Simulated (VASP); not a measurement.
All values below come from rev-vdW-DF2, VASP's PBE PAW potentials (set 64) (plane waves; VASP).

The input files of a VASP run:

INCAR:
```
SYSTEM = NiSb
PREC = Accurate; ENCUT = 520; LREAL = .False.
LASPH = .True.
EDIFF = 1E-6; NELM = 100; ALGO = Normal
LMAXMIX = 4
ISMEAR = 1; SIGMA = 0.1
GGA = MK; LUSE_VDW = .True.; AGGAC = 0.0
PARAM1 = 0.1234568; PARAM2 = 0.7114; ZAB_VDW = -1.8867
IBRION = 2; NSW = 60; ISIF = 3
EDIFFG = -0.02
LWAVE = .False.; LCHARG = .False.
```

KPOINTS:
```
Automatic mesh
0
Gamma
8 8 6
0 0 0
```

POSCAR:
```
NiSb
1.0
  1.9748322900  -3.4205100283   0.0000000000
  1.9748322900   3.4205100283   0.0000000000
  0.0000000000   0.0000000000   5.1502348592
Ni Sb
2 2
Cartesian
  0.0000000000   0.0000000000   2.5751174296
  0.0000000000   0.0000000000   0.0000000000
  1.9748322900   1.1401722898   1.2875587148
  1.9748322900  -1.1401722898   3.8626761444
```

POTCAR, in this order: Ni Sb (PBE.64 set). Program: vasp_std.

The resulting files:

File OSZICAR:
```
       N       E                     dE             d eps       ncg     rms          rms(c)
DAV:   1     0.179850290601E+03    0.17985E+03   -0.12487E+04  1520   0.160E+03
DAV:   2    -0.418414300564E+01   -0.18403E+03   -0.17918E+03  1535   0.322E+02
DAV:   3    -0.133819792503E+02   -0.91978E+01   -0.88788E+01  1742   0.889E+01
DAV:   4    -0.136492401570E+02   -0.26726E+00   -0.26539E+00  1702   0.143E+01
DAV:   5    -0.136581714840E+02   -0.89313E-02   -0.89254E-02  1937   0.274E+00    0.127E+01
DAV:   6    -0.162300042401E+02   -0.25718E+01   -0.33338E+01  1663   0.105E+02    0.168E+01
DAV:   7    -0.123466415210E+02    0.38834E+01   -0.12517E+01  1649   0.739E+01    0.360E+00
DAV:   8    -0.123959023268E+02   -0.49261E-01   -0.14981E+00  2086   0.113E+01    0.260E+00
DAV:   9    -0.123362500308E+02    0.59652E-01   -0.23646E-01  1720   0.856E+00    0.611E-01
DAV:  10    -0.123367590137E+02   -0.50898E-03   -0.75788E-03  1610   0.782E-01    0.482E-01
DAV:  11    -0.123362574170E+02    0.50160E-03   -0.71843E-04  1778   0.219E-01    0.152E-01
DAV:  12    -0.123360217371E+02    0.23568E-03   -0.71454E-04  2120   0.451E-01    0.395E-02
DAV:  13    -0.123360275226E+02   -0.57855E-05   -0.75257E-05  1601   0.632E-02    0.348E-02
DAV:  14    -0.123360275877E+02   -0.65105E-07   -0.40128E-06  1538   0.240E-02
   1 F= -.12336028E+02 E0= -.12336506E+02  d E =-.123360E+02
       N       E                     dE             d eps       ncg     rms          rms(c)
DAV:   1    -0.123409850088E+02   -0.49575E-02   -0.50506E-02  1646   0.375E+00    0.678E-01
DAV:   2    -0.123519266025E+02   -0.10942E-01   -0.12505E-01  1689   0.664E+00    0.108E+00
DAV:   3    -0.123359777301E+02    0.15949E-01   -0.57439E-02  1670   0.463E+00    0.109E-01
DAV:   4    -0.123359407724E+02    0.36958E-04   -0.18167E-03  1564   0.277E-01    0.544E-02
DAV:   5    -0.123358983524E+02    0.42420E-04   -0.10399E-04  1993   0.180E-01    0.166E-02
DAV:   6    -0.123358973225E+02    0.10299E-05   -0.13810E-05  1741   0.263E-02    0.617E-03
DAV:   7    -0.123358971681E+02    0.15443E-06   -0.69624E-07   799   0.138E-02
   2 F= -.12335897E+02 E0= -.12336399E+02  d E =0.130420E-03
       N       E                     dE             d eps       ncg     rms          rms(c)
DAV:   1    -0.123387644614E+02   -0.28671E-02   -0.27324E-02  1643   0.275E+00    0.497E-01
DAV:   2    -0.123446263676E+02   -0.58619E-02   -0.62430E-02  1678   0.486E+00    0.791E-01
DAV:   3    -0.123360742161E+02    0.85522E-02   -0.29057E-02  1673   0.343E+00    0.757E-02
DAV:   4    -0.123360716818E+02    0.25343E-05   -0.10475E-03  1567   0.190E-01    0.479E-02
DAV:   5    -0.123360411640E+02    0.30518E-04   -0.60128E-05  1924   0.143E-01    0.163E-02
DAV:   6    -0.123360401086E+02    0.10554E-05   -0.68391E-06  1537   0.177E-02    0.918E-03
DAV:   7    -0.123360389036E+02    0.12050E-05   -0.13797E-06   807   0.226E-02    0.131E-03
DAV:   8    -0.123360388685E+02    0.35091E-07   -0.11487E-06   772   0.952E-03
   3 F= -.12336039E+02 E0= -.12336524E+02  d E =-.112808E-04
```

**OUTCAR**
```
------------------------ aborting loop because EDIFF is reached ----------------------------------------
  FORCE on cell =-STRESS in cart. coord.  units (eV):
  Direction    XX          YY          ZZ          XY          YZ          ZX
  --------------------------------------------------------------------------------------
  Total       -0.0000077     -0.0000077     -0.0615724      0.0000000      0.0000000      0.0000000
  in kB       -0.0001770     -0.0001770     -1.4166964      0.0000000      0.0000000      0.0000000
  external PRESSURE =      -0.4723501 kB  Pullay stress =       0.0000000 kB
  volume of cell :       69.63
      direct lattice vectors                 reciprocal lattice vectors
     1.975502977 -3.421671692  0.000000000     0.253100100 -0.146127404 -0.000000000
     1.975502977  3.421671692  0.000000000     0.253100100  0.146127404 -0.000000000
     0.000000000 -0.000000000  5.150793509    -0.000000000  0.000000000  0.194144844
 POSITION                                       TOTAL-FORCE (eV/Angst)
 -----------------------------------------------------------------------------------
      0.00000     -0.00000      2.57540         0.000000     -0.000000      0.000000
      0.00000      0.00000      0.00000         0.000000     -0.000000      0.000000
      1.97550      1.14056      1.28770        -0.000000      0.000000      0.000000
      1.97550     -1.14056      3.86310        -0.000000      0.000000     -0.000000
 -----------------------------------------------------------------------------------
    total drift:                                0.000000      0.000000      0.000000
  FREE ENERGIE OF THE ION-ELECTRON SYSTEM (eV)
  ---------------------------------------------------
  free  energy   TOTEN  =       -12.3360388685 eV

  energy  without entropy=      -12.3374955728  energy(sigma->0) =      -12.33652444

 reached required accuracy - stopping structural energy minimisation
```
(Selected blocks of OUTCAR.)

### CONTCAR
```
NiSb
   1.00000000000000
     1.9755029765428327   -3.4216716916368526    0.0000000000000000
     1.9755029765428327    3.4216716916368526    0.0000000000000000
     0.0000000000000000   -0.0000000000000000    5.1507935086147993
  Ni              Sb
     2     2
Direct
     0.0000000000000000    0.0000000000000000    0.5000000000000000
     0.0000000000000000    0.0000000000000000    0.0000000000000000
     0.3333330000000032    0.6666669999999968    0.2500000000000000
     0.6666669999999968    0.3333330000000032    0.7500000000000000
```

The compound is NiSb in the NiAs type structure. This run relaxes it. Symmetry was kept, so distortions that lower it aren't found. The start is the result of an earlier pass. The run is not spin-polarised, so no magnetic state was tried.
